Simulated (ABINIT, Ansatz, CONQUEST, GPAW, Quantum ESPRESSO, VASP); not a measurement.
## One calculation of HfMoC2, 7 ways

```
CELL_PARAMETERS angstrom
3.19142 0.00000 0.00000
0.00000 3.19142 0.00000
0.00000 0.00000 4.48516
ATOMIC_POSITIONS crystal
Hf 0.00000 0.00000 0.00000
Mo 0.50000 0.50000 0.50000
C 0.50000 0.50000 0.00000
C 0.00000 0.00000 0.50000
```

The cell comes from a database or a generator and needn't be the stable form of this composition.

Alike in all runs: task single point; functional PBEsol; k mesh 8 × 8 × 6; occupations fermi-dirac, width 0.05 eV; no spin polarisation; no spin-orbit coupling. Pressure is positive in compression and, in plane waves, holds the error of the finite cutoff, which Ansatz's Pulay term estimates and takes out.

```tsv
program and potentials	plane-wave cutoff (eV)	notes	band gap (eV)	pressure (GPa)
Ansatz, Ansatz PAW	420	potentials made for PBE, which Ansatz adapts in part; 12 valence electrons an atom on average; Pulay term of +0.27 GPa included	no gap	-8.95
VASP, PBE PAW files C, Hf_pv, Mo_sv, 520 eV	520	potentials made for PBE; 8 valence electrons an atom on average	no gap	-8.89
CONQUEST, PseudoDojo NC PBEsol, DZP, grid cutoff 120 Ha	-	atomic basis; 8.5 valence electrons an atom on average	no gap	-6.10
Quantum ESPRESSO, GBRV 1.5 PBEsol	612	8.5 valence electrons an atom on average	no gap	-8.98
Ansatz, all-electron LAPW, scalar-relativistic	-	-	no gap	-8.94
ABINIT, PseudoDojo NC SR PBEsol v0.4.1 standard	1116	8.5 valence electrons an atom on average	no gap	-8.42
GPAW, PAW data sets generated for this functional	800	8.5 valence electrons an atom on average	?	?
```

Problem. Estimate from the other rows what the run with GPAW, PAW data sets generated for this functional gave.

Solution. No band gap; pressure -8.04 GPa. The other rows, which needn't bracket it: pressure -8.98 to -6.10.
